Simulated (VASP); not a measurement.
```yaml
crystal:
  lattice:
    - [-3.23572, 3.23572, 5.87061]
    - [3.23572, -3.23572, 5.87061]
    - [3.23572, 3.23572, -5.87061]
  atoms:
    - { symbol: Si, position: [0.25000, 0.25000, 0.00000] }
    - { symbol: Si, position: [0.75000, 0.75000, 0.00000] }
    - { symbol: Si, position: [0.87003, 0.37003, 0.24007] }
    - { symbol: Si, position: [0.37003, 0.12997, 0.50000] }
    - { symbol: Si, position: [0.12997, 0.62997, 0.75993] }
    - { symbol: Si, position: [0.62997, 0.87003, 0.50000] }
    - { symbol: Ta, position: [0.81516, 0.31516, 0.82979] }
    - { symbol: Ta, position: [0.31516, 0.48537, 0.50000] }
    - { symbol: Ta, position: [0.48537, 0.98537, 0.17021] }
    - { symbol: Ta, position: [0.98537, 0.81516, 0.50000] }
    - { symbol: Ta, position: [0.68484, 0.51463, 0.50000] }
    - { symbol: Ta, position: [0.18484, 0.68484, 0.17021] }
    - { symbol: Ta, position: [0.01463, 0.18484, 0.50000] }
    - { symbol: Ta, position: [0.51463, 0.01463, 0.82979] }
    - { symbol: Ta, position: [0.00000, 0.00000, 0.00000] }
    - { symbol: Ta, position: [0.50000, 0.50000, 0.00000] }
```

Computed with LDA (Ceperley-Alder, Perdew-Zunger), VASP's LDA PAW potentials (set 64) (plane waves; VASP). Settings: LREAL = Auto, 400 eV cut-off, 8×8×8 Γ-centred mesh, tetrahedra with Blöchl corrections, potentials Si Ta_pv.

The cores are frozen, which limits the accuracy of field gradients.

**Question.** Give the principal components of the electric field gradient (V/Å²) and the asymmetry η at each nucleus.

**Answer.** 
| atom | Vxx | Vyy | Vzz | η |
|---|---|---|---|---|
| Si1 | -9.9 | -9.9 | 19.8 | 0.00 |
| Si2 | -9.9 | -9.9 | 19.8 | 0.00 |
| Si3 | -19.5 | -3.0 | 22.4 | 0.73 |
| Si4 | -19.5 | -3.0 | 22.4 | 0.73 |
| Si5 | -19.5 | -3.0 | 22.4 | 0.73 |
| Si6 | -19.5 | -3.0 | 22.4 | 0.73 |
| Ta7 | 67.9 | 16.8 | -84.7 | 0.60 |
| Ta8 | 67.9 | 16.8 | -84.7 | 0.60 |
| Ta9 | 67.9 | 16.8 | -84.7 | 0.60 |
| Ta10 | 67.9 | 16.8 | -84.7 | 0.60 |
| Ta11 | 67.9 | 16.8 | -84.7 | 0.60 |
| Ta12 | 67.9 | 16.8 | -84.7 | 0.60 |
| Ta13 | 67.9 | 16.8 | -84.7 | 0.60 |
| Ta14 | 67.9 | 16.8 | -84.7 | 0.60 |
| Ta15 | -60.3 | -60.3 | 120.6 | 0.00 |
| Ta16 | -60.3 | -60.3 | 120.6 | 0.00 |

The structure comes from a measured Ta5Si3 entry (I4/mcm) of the Crystallography Open Database, whose conditions weren't checked. It was relaxed first.
